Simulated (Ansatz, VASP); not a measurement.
# GaSb (GaSb (F-43m)) in two plane-wave programs

One calculation is typed for both programs; each brings its own data sets. How far apart do they land? The cell is taken from a series of runs on this material, whose earlier steps may have relaxed, scaled, displaced or heated it; both programs get it as it stands.

Calculated with Ansatz 0.2.0; plane waves, with VASP 6.6.1 beside it; relaxation of cell and atoms at r2SCAN.

### Step 1. Set-up

Symmetry: F-43m, No. 216, cubic system. Conventional cell: a = 6.137 Å, b = 6.137 Å, c = 6.137 Å, α = 90.00°, β = 90.00°, γ = 90.00°. Nearest to Ga lie 4 Sb at 2.66 Å. Sb has 4 Ga at 2.66 Å nearest. Farther neighbours are not listed.

Coordinates:

```xyz
2
Lattice="0.0000 3.0686 3.0686 3.0686 0.0000 3.0686 3.0686 3.0686 0.0000" Properties=species:S:1:pos:R:3 pbc="T T T"
Ga    0.0000    0.0000    0.0000
Sb    1.5343    1.5343    1.5343
```

### Step 2. VASP: relaxation of cell and atoms, r2SCAN

The relaxed volume is the usual yardstick between codes: in a stiff, nearly cubic crystal its relative difference is about their pressure difference at one cell divided by the bulk modulus.

Lines of VASP's logs that name or quote its potential files are left out, and so is its time.

INCAR

```
SYSTEM = GaSb
PREC = Accurate
ENCUT = 550
EDIFF = 1E-07
NELM = 120
ISMEAR = -1
SIGMA = 0.05
LREAL = .FALSE.
ALGO = Normal
METAGGA = R2SCAN
LASPH = .TRUE.
NBANDS = 15
LORBIT = 11
LWAVE = .FALSE.
LCHARG = .FALSE.
ISIF = 3
IBRION = 2
NSW = 80
EDIFFG = -0.005
GGA_COMPAT = .FALSE.
NELMIN = 4
EFERMI = MIDGAP
LMIXTAU = .TRUE.
```

POSCAR

```
GaSb
1.0
    0.0000000000      3.0686040000      3.0686040000
    3.0686040000      0.0000000000      3.0686040000
    3.0686040000      3.0686040000      0.0000000000
Ga Sb
1 1
Direct
    0.0000000000      0.0000000000      0.0000000000
    0.2500000000      0.2500000000      0.2500000000
```

KPOINTS

```
Automatic mesh
0
Gamma
11 11 11
0 0 0
```

The projector-augmented-wave data sets are Ga_d and Sb (PBE family, release 64).

On the command line:

```console
> mpirun -np 1 vasp_std
```

Numbers of over 12 decimals in the logs are rounded to 6 here.

Log:

```text
[banner, memory and clock lines left out]
running    1 mpi-ranks, on    1 nodes
 distrk:  each k-point on    1 cores,    1 groups
 distr:  one band on    1 cores,    1 groups

 POSCAR found type information on POSCAR GaSb
 POSCAR found :  2 types and       2 ions
|                                                                             |
|               ----> ADVICE to this user running VASP <----                  |
|                                                                             |
|     You enforced a specific xc type in the INCAR file but a different       |
|     [... a line on the potential file left out ...]
|     I HOPE YOU KNOW WHAT YOU ARE DOING!                                     |
|                                                                             |

 LDA part: xc-table for (None), standard interpolation
 POSCAR, INCAR and KPOINTS ok, starting setup
 FFT: planning ... GRIDC
 FFT: planning ... GRID_SOFT
 FFT: planning ... GRID
 WAVECAR not read
 entering main loop
       N       E                     dE             d eps       ncg     rms          rms(c)
DAV:   1     0.514703252814E+02    0.51470E+02   -0.91071E+03  1704   0.155E+03
DAV:   2    -0.329744604159E+02   -0.84445E+02   -0.81263E+02  1967   0.317E+02
DAV:   3    -0.393276998017E+02   -0.63532E+01   -0.63372E+01  1995   0.705E+01
DAV:   4    -0.394382182385E+02   -0.11052E+00   -0.11050E+00  2031   0.103E+01
DAV:   5    -0.394408181402E+02   -0.25999E-02   -0.25999E-02  2178   0.140E+00    0.287E+00
DAV:   6    -0.375645613905E+02    0.18763E+01   -0.39570E-01  1764   0.100E+01    0.199E+00
DAV:   7    -0.376715523253E+02   -0.10699E+00   -0.37052E-01  1841   0.720E+00    0.616E-01
DAV:   8    -0.375870902264E+02    0.84462E-01   -0.24256E-01  1687   0.499E+00    0.183E-01
DAV:   9    -0.376010134962E+02   -0.13923E-01   -0.13525E-02  1967   0.101E+00    0.219E-01
DAV:  10    -0.376020034008E+02   -0.98990E-03   -0.31767E-03  1827   0.586E-01    0.448E-01
DAV:  11    -0.376056329288E+02   -0.36295E-02   -0.16301E-02  1736   0.104E+00    0.663E-02
DAV:  12    -0.376039753718E+02    0.16576E-02   -0.15218E-03  2065   0.330E-01    0.747E-02
DAV:  13    -0.376052331041E+02   -0.12577E-02   -0.39047E-04  1834   0.180E-01    0.645E-02
DAV:  14    -0.376057069172E+02   -0.47381E-03   -0.75308E-04  1792   0.195E-01    0.252E-02
DAV:  15    -0.376057358411E+02   -0.28924E-04   -0.55814E-05  2184   0.687E-02    0.229E-03
DAV:  16    -0.376057975812E+02   -0.61740E-04   -0.64266E-05  1757   0.601E-02    0.317E-03
DAV:  17    -0.376057981669E+02   -0.58571E-06   -0.14920E-06  2305   0.140E-02    0.273E-03
DAV:  18    -0.376058000473E+02   -0.18805E-05   -0.79306E-07  1792   0.975E-03    0.745E-04
DAV:  19    -0.376058004313E+02   -0.38396E-06   -0.12807E-07  1654   0.439E-03    0.592E-04
DAV:  20    -0.376058004969E+02   -0.65565E-07   -0.17469E-08  1295   0.164E-03
   1 F= -.37605800E+02 E0= -.37605782E+02  d E =-.376058E+02
 curvature:   0.00 expect dE= 0.000E+00 dE for cont linesearch  0.000E+00
 trial: gam= 0.00000 g(F)=  0.114E-47 g(S)=  0.175E-04 ort = 0.000E+00 (trialstep = 0.100E+01)
 search vector abs. value=  0.175E-04
 bond charge predicted
       N       E                     dE             d eps       ncg     rms          rms(c)
DAV:   1    -0.376059903892E+02   -0.18996E-03   -0.23780E-03  2093   0.823E-01    0.786E-02
DAV:   2    -0.376058525500E+02    0.13784E-03   -0.24202E-04  2079   0.296E-01    0.371E-02
DAV:   3    -0.376058171462E+02    0.35404E-04   -0.43480E-05  2037   0.117E-01    0.812E-03
DAV:   4    -0.376058097389E+02    0.74072E-05   -0.16157E-05  1743   0.503E-02    0.161E-03
DAV:   5    -0.376058147250E+02   -0.49861E-05   -0.31232E-06  1715   0.173E-02    0.123E-03
DAV:   6    -0.376058138900E+02    0.83499E-06   -0.21991E-07  1903   0.390E-03    0.627E-04
DAV:   7    -0.376058133814E+02    0.50865E-06   -0.47848E-07  1799   0.604E-03    0.369E-04
DAV:   8    -0.376058135294E+02   -0.14801E-06   -0.68067E-08  1302   0.253E-03    0.153E-04
DAV:   9    -0.376058133764E+02    0.15292E-06   -0.69080E-09   966   0.979E-04    0.645E-05
DAV:  10    -0.376058133813E+02   -0.48130E-08   -0.36136E-09   945   0.840E-04
   2 F= -.37605813E+02 E0= -.37605796E+02  d E =-.128844E-04
 trial-energy change:   -0.000013  1 .order   -0.000005   -0.000017    0.000007
 step:   0.8895(harm=  0.7033)  dis= 0.00000  next Energy=   -37.605814 (dE=-0.133E-04)
 reached required accuracy - stopping structural energy minimisation
```

Parts of OUTCAR (step 2):

```text
ion  position               nearest neighbor table
   1  0.000  0.000  0.000-   2 2.66   2 2.66   2 2.66   2 2.66
   2  0.250  0.250  0.250-   1 2.66   1 2.66   1 2.66   1 2.66

  LATTYP: Found a face centered cubic cell.
 ALAT       =     6.1372080000

 Subroutine GETGRP returns: Found 24 space group operations
 (whereof 24 operations were pure point group operations)

The static configuration has the point symmetry T_d .

 Found     56 irreducible k-points:

   k-points           NKPTS =     56   k-points in BZ     NKDIM =     56   number of bands    NBANDS=     15

   dimension x,y,z NGX =    36 NGY =   36 NGZ =   36
   dimension x,y,z NGXF=    72 NGYF=   72 NGZF=   72

   ENCUT  =  550.0 eV  40.42 Ry    6.36 a.u.   8.30  8.30  8.30*2*pi/ulx,y,z

   NELECT =      18.0000    total number of electrons

 k-points in reciprocal lattice and weights: Automatic mesh
   0.00000000  0.00000000  0.00000000       0.001
   0.09090909  0.00000000  0.00000000       0.006
   0.18181818  0.00000000  0.00000000       0.006
   0.27272727  0.00000000  0.00000000       0.006
   0.36363636  0.00000000  0.00000000       0.006
   0.45454545  0.00000000  0.00000000       0.006
   0.09090909  0.09090909  0.00000000       0.005
   0.18181818  0.09090909  0.00000000       0.018
   0.27272727  0.09090909  0.00000000       0.018
[...]
-0.36363636  0.45454545  0.18181818       0.018
  -0.27272727  0.45454545  0.18181818       0.018

 average (electrostatic) potential at core
       1 -70.6134       2 -92.8584

 E-fermi :   4.8294

 k-point     1 :       0.0000    0.0000    0.0000
  band No.  band energies     occupation
    ...
      5     -10.8251      2.00000
      6      -7.2733      2.00000
      7       4.5993      1.98015
      8       4.5993      1.98015
      9       4.5993      1.98015
     10       4.9859      0.08388
     11       7.5829      0.00000
     12       7.5829      0.00000
     13       7.5829      0.00000
     14      10.9420      0.00000
    ...

 k-point     2 :       0.0909    0.0000    0.0000
  band No.  band energies     occupation
    ...
      5     -10.8252      2.00000
      6      -7.1844      2.00000
      7       3.2345      2.00000
      8       4.4504      1.99898
      9       4.4504      1.99898
     10       5.7939      0.00000
     11       7.7886      0.00000
     12       7.7886      0.00000
     13       7.9445      0.00000
     14      11.4115      0.00000
    ...

 k-point     3 :       0.1818    0.0000    0.0000
  band No.  band energies     occupation
    ...
      5     -10.8255      2.00000
      6      -6.9240      2.00000
      7       1.6373      2.00000
      8       4.1257      2.00000
      9       4.1257      2.00000
     10       5.8462      0.00000
     11       8.2189      0.00000
     12       8.2189      0.00000
     13       9.1123      0.00000
     14      12.2735      0.00000
    ...

  Total        0.0065530      0.0065530      0.0065530     -0.0000000      0.0000000      0.0000000
  in kB        0.1818797      0.1818797      0.1818797     -0.0000000      0.0000000      0.0000000
  external PRESSURE =       0.1818797 kB  Pullay stress =       0.0000000 kB

  energy-cutoff  :      550.00
  volume of cell :       57.73
      direct lattice vectors                 reciprocal lattice vectors
     0.000000000  3.067454291  3.067454291    -0.163001614  0.163001614  0.163001614
     3.067454291 -0.000000000  3.067454291     0.163001614 -0.163001614  0.163001614
     3.067454291  3.067454291  0.000000000     0.163001614  0.163001614 -0.163001614

 POSITION                                       TOTAL-FORCE (eV/Angst)
 -----------------------------------------------------------------------------------
      0.00000      0.00000      0.00000         0.000000     -0.000000     -0.000000
      1.53373      1.53373      1.53373        -0.000000      0.000000      0.000000
 -----------------------------------------------------------------------------------
    total drift:                                0.000000      0.000000      0.000000

  FREE ENERGIE OF THE ION-ELECTRON SYSTEM (eV)
  ---------------------------------------------------
  free  energy   TOTEN  =       -37.6058133813 eV

  energy  without entropy=      -37.6057782471  energy(sigma->0) =      -37.60579581

 reached required accuracy - stopping structural energy minimisation

 total charge
# of ion       s       p       d       tot
------------------------------------------
    1        0.875   0.761   9.964  11.600
    2        1.106   1.352   0.028   2.486
--------------------------------------------------
tot          1.981   2.113   9.992  14.086

[... 3 further parts left out ...]
```

CONTCAR:

```
GaSb
   1.00000000000000
     0.0000000000000000    3.0674542912402898    3.0674542912402898
     3.0674542912402898   -0.0000000000000000    3.0674542912402898
     3.0674542912402898    3.0674542912402898    0.0000000000000000
  Ga              Sb
     1     1
Direct
     0.0000000000000000    0.0000000000000000    0.0000000000000000
     0.2500000000000000    0.2500000000000000    0.2500000000000000
```

### Step 3. Ansatz: relaxation of cell and atoms, r2SCAN

Ansatz runs on its default PAW (the set named soft_2) files.

The same cell, functional, mesh and smearing now go to Ansatz.

input.yaml

```yaml
crystal:
  lattice:
    - [0.0, 3.0686043, 3.0686043]
    - [3.0686043, 0.0, 3.0686043]
    - [3.0686043, 3.0686043, 0.0]
  atoms:
    - { symbol: Ga, position: [0.0, 0.0, 0.0] }
    - { symbol: Sb, position: [0.25, 0.25, 0.25] }
basis:
  ecutwfc: 500
  xc_grid: 2
hamiltonian:
  xc: r2scan
kpoints:
  mp_grid: { grid: [11, 11, 11] }
scf:
  occupations: { method: fermi_dirac, width: 0.05 }
  max_iter: 150
output:
  forces: true
  stress: true
relax:
  f_tol: 0.01
  max_steps: 60
  cell: {}
checkpoint:
  write: "../r2scan.run"
  compress: false
  write_wavefunctions: false
  write_every: 100000
```

On the command line:

```console
> ansatz run input.yaml --threads 1 --pin off --max-ram 2355MiB --backend cpu --events-out ev --progress --plain --runs-dir out
```

Log:

```text
Engine: ansatz 0.2.0, aarch64-unknown-linux-gnu
Pseudopotentials: kind: paw
Pseudopotential: Ga, paw, valence charge 13, recommended cutoff 500 eV (meta_gga), Ga.paw.azcp
Pseudopotential: Sb, paw, valence charge 15, recommended cutoff 500 eV (meta_gga), Sb.paw.azcp
Functional definition: r2SCAN
  parameter k0 = 0.174
  parameter k1 = 0.065
  parameter a1 = 4.9479
  exchange = r2scan_x(k0 = k0, k1 = k1, a1 = a1)
  correlation = r2scan_c
Crystal: 2 atoms, lattice volume = 57.790 Å³
Basis set: ecut = 500 eV, 1459 PW (Γ), exchange–correlation on 64×64×64 points (8 copies of the dense FFT grid, shifted against one another)
Bands: 18, of which v1, the nominal top of the filled ones, is band 14 counted from 1 (13 counted from 0)
Symmetry: 24 space group operations
Space group: F-43m (ITA 216), of the structure as read, at distance tolerance 3.9e-5 Å
k-points: 56 of 1331 (time reversal used)
Non-local potential: Ga, projectors of the file, l = 0: 2, l = 1: 2, l = 2: 3, l = 3: 1
Non-local potential: Sb, projectors of the file, l = 0: 2, l = 1: 2, l = 2: 2, l = 3: 2
PAW form: soft (Blöchl's): semilocal exchange-correlation on the pseudo side does not see the compensation charge
PAW frozen core: Ga, regenerated for the run's functional (the file was generated under x = pbe(κ = 0.804, μ = 0.219515), c = pbe(β = 0.066725))
PAW frozen core: Sb, regenerated for the run's functional (the file was generated under x = pbe(κ = 0.804, μ = 0.219515), c = pbe(β = 0.066725))
PAW one-centre angular grid: Ga, 590 points (default); XC on 160 Gauss nodes
PAW one-centre angular grid: Sb, 590 points (default); XC on 160 Gauss nodes
Initial density: superposition of atomic densities (neutral atoms: chi_scale 0, normalization atom), corrected by the library's trained network
Initial wavefunctions: pseudopotential atomic-orbital guess
Functional: x = r2scan, c = r2scan; τ floored in thin density (d = 2e-4 eV/Å³)
SCF iter   1: F=—  HF=-10289.858323 eV  |F-HF|=—  |Δ(HF+E_count)|=         —  Δρ=7.60e-3  dr2=1.47e-2  dr2_τ=3.10e-3  ethr=1.77e-3  ⟨swp⟩=6.1  Hψ=5279  notcnv=0
preconditioner: auto → none  [insulator: Δε(μ)=0.321 eV  Ē_g=15.345 eV  σ=0.050 eV  W_gap=0.90  n_scr=14 (ndim 8)  ℏωp=20.7 eV  f_vac=0.096  D(μ)=0.00/eV (n_scr^D=0)  ε∞_Penn≈2.8]
SCF iter   2: F=—  HF=-10289.865837 eV  |F-HF|=—  |Δ(HF+E_count)|=   7.51e-3  Δρ=1.99e-3  dr2=1.98e-3  dr2_τ=3.82e-5  ethr=5.25e-5  ⟨swp⟩=2.1  Hψ=2187  notcnv=0
SCF iter   3: F=—  HF=-10289.865159 eV  |F-HF|=—  |Δ(HF+E_count)|=   6.78e-4  Δρ=1.60e-3  dr2=4.92e-4  dr2_τ=6.93e-6  ethr=7.08e-6  ⟨swp⟩=2.0  Hψ=1551  notcnv=0
SCF iter   4: F=—  HF=-10289.865378 eV  |F-HF|=—  |Δ(HF+E_count)|=   2.19e-4  Δρ=2.63e-4  dr2=1.43e-5  dr2_τ=5.48e-7  ethr=1.76e-6  ⟨swp⟩=2.5  Hψ=1202  notcnv=0
SCF iter   5: F=—  HF=-10289.865379 eV  |F-HF|=—  |Δ(HF+E_count)|=   1.45e-6  Δρ=2.55e-5  dr2=5.30e-7  dr2_τ=4.92e-9  ethr=5.10e-8  ⟨swp⟩=2.8  Hψ=1742  notcnv=0
SCF iter   6: F=-10289.865379 eV  HF=-10289.865379 eV  |F-HF|=5.28e-9  |Δ(HF+E_count)|=   9.37e-8  Δρ=6.51e-6  dr2=1.41e-8  dr2_τ=4.21e-10  ethr=3.57e-10  ⟨swp⟩=5.0  Hψ=3587  notcnv=0
SCF 1 converged in 6 iterations: F = -10289.865379 eV  dr2 = 1.41e-8
  greatest PAW one-centre occupation: 0.993 electrons in one spin orbital (limit 2), on the Ga atom at site 0 (counted from 0), in its partial waves of l = 2
relax step   1: F+E_penalty+E_count = -10289.86537900 eV  Δ(F+E_penalty+E_count) = +0.000e0 eV  max|allowed force component| = 1.850e-16 eV/Å  Δτ_max = 0.0000 Å  P = -0.123 GPa  Ω = 57.790 Å³  (6 SCF iters, dr2 threshold 1.00e-7 eV, accepted)
[...]
relax step   2: F+E_penalty+E_count = -10289.86545624 eV  Δ(F+E_penalty+E_count) = -7.724e-5 eV  max|allowed force component| = 3.527e-17 eV/Å  Δτ_max = 0.0000 Å  P = +0.051 GPa  Ω = 57.602 Å³  energy of the carried Pulay correction = +3.509e-5 eV  (4 SCF iters, dr2 threshold 3.76e-8 eV, accepted)
[...]
relax step   3: F+E_penalty+E_count = -10289.86545476 eV  Δ(F+E_penalty+E_count) = +1.476e-6 eV  max|allowed force component| = 3.701e-17 eV/Å  Δτ_max = 0.0000 Å  P = -0.000 GPa  Ω = 57.657 Å³  energy of the carried Pulay correction = +2.475e-5 eV  (4 SCF iters, dr2 threshold 6.60e-9 eV, accepted)
[...]
relax step   4: F+E_penalty+E_count = -10289.86542678 eV  Δ(F+E_penalty+E_count) = +2.798e-5 eV  max|allowed force component| = 4.626e-17 eV/Å  Δτ_max = 0.0000 Å  P = -0.001 GPa  Ω = 57.657 Å³  stress off target by 5.90e-4 GPa  SCF on the basis re-selected at this cell (its energy is not comparable with the rows above)  (4 SCF iters)
basis re-selected at this cell: Δ(F+E_penalty+E_count) = +2.798e-5 eV, ΔP = -0.000 GPa vs the last step (what re-selecting the basis moved, of the pressure what is left beyond the Pulay correction that the steps carried, after the strain that the cell walked since its last selection, with what the two solves' SCF thresholds leave and, on support functions, any second-order correction that the steps lacked; it is no m [...]
SCF converged after 4 iterations
Free energy (F): -10289.865427 eV
Harris-Foulkes:  -10289.865427 eV  (|F-HF|=7.28e-12)
Internal energy: -10289.865398 eV  (E = F + TS)
E sigma→0 (E₀):  -10289.865412 eV
Entropy (-TS):   -0.000029 eV (-0.014 meV/atom)
Fermi energy:    7.668834 eV
--- Per-component energies (eV) ---
  E_band       = -281.824462
  E_kinetic    = 321.363633
  E_local      = -3926.391531  (includes V_loc(G=0)·N_el)
  E_nonlocal   = 790.209729
  E_hartree    = 1808.836421
  E_xc         = -189.230874
  E_vxc        = -161.631896  (∫ρ·V_xc dr)
  E_paw        = -6606.484316  (= ΣΔE_a)
  E_vpaw       = -933.111968  (= ΣTr[D̂ρ^β])
  E_aug_tail   = -0.000037  (compensation charges beyond the density's cutoff)
  E_vtau       = 10.064698  (kinetic-family band-sum trace: ∫τ·v_τ [+ j·A + Jᵃ·Aᵃ] dr)
  E_ewald      = -2488.021390
  E_core_change = -0.147033  (= ΣΔE_core)
  E_smearing   = -0.000029  (= −TS)
  E_closure    = 0.000000  (closes the sum)
  Σ components = -10289.865427   (vs F -10289.865427, Δ=0.00e0)
--- Forces (eV/Å), atoms counted from 1 ---
  atom   1  Ga     0.00000000     0.00000000    -0.00000000
  atom   2  Sb    -0.00000000    -0.00000000     0.00000000
  max |Σ_I F_I| component: 1.04e-17 eV/Å
--- Stress (GPa, compression-positive) ---
       -0.000590      -0.000000      -0.000000
       -0.000000      -0.000590       0.000000
        0.000000       0.000000      -0.000590
  P = ⅓ Tr σ = -0.0006 GPa (-0.006 kbar)
--- Relaxed structure (3 steps of the walk, 3 accepted, 1 SCFs on fresh bases) ---
  F+E_penalty+E_count = -10289.86542678 eV   max|allowed force component| = 4.626e-17 eV/Å   (the final SCF, on the basis selected at the relaxed cell)
  cell:  # Å, volume = 57.6572 Å³
    - [0, 3.066251, 3.066251]
    - [3.066251, 0, 3.066251]
    - [3.066251, 3.066251, 0]
  atoms:
    - { symbol: Ga, position: [0, 0, 0] }
    - { symbol: Sb, position: [0.25, 0.25, 0.25] }
```

### Step 4. Comparison

Known differences besides the potentials themselves: VASP keeps PBE cores, Ansatz makes them for the functional; the data sets hold 28 valence electrons in Ansatz (on its default PAW (the set named soft_2) files) and 18 in VASP; the cutoff is 500 eV in Ansatz and 550 eV in VASP; Ansatz adds a Pulay correction to the stress that steers its cell, VASP none. Total energies have different zeros and are not compared.

Compared:

| quantity | Ansatz | VASP | difference |
| --- | --- | --- | --- |
| volume (Å³) | 57.66 | 57.73 | -0.12 % |
| edge a after relaxation, in the typed setting (Å) | 4.336 | 4.338 | -0.04 % |

### Step 5. Outcome

| Quantity | Value |
| --- | --- |
| difference in volume (relaxation of cell and atoms, r2SCAN) | -0.12 % |

What this shows: The difference in volume is -0.12 % (relaxation of cell and atoms, r2SCAN), within the 1.2 % picked in this series as the mark of a large difference, as far as the stopping tolerances let one tell. The data sets hold unlike numbers of valence electrons (28 in Ansatz and 18 in VASP), so part of the differences comes from the potentials. How closely two codes agree says nothing of how well the functional describes the real material.

[Lines on the potential files, build, host, timing and source positions are cut from VASP's logs without a mark.]

[Logs are printed without paths, hosts, clocks, repeated set-up lines and the standing remarks that a program may print on its own settings, such as how far it seeks lower states.]

[Hosts, paths, dates, database ids (printed as entryN), source tags and the programs' standing remarks are cut or masked in the printed files.]
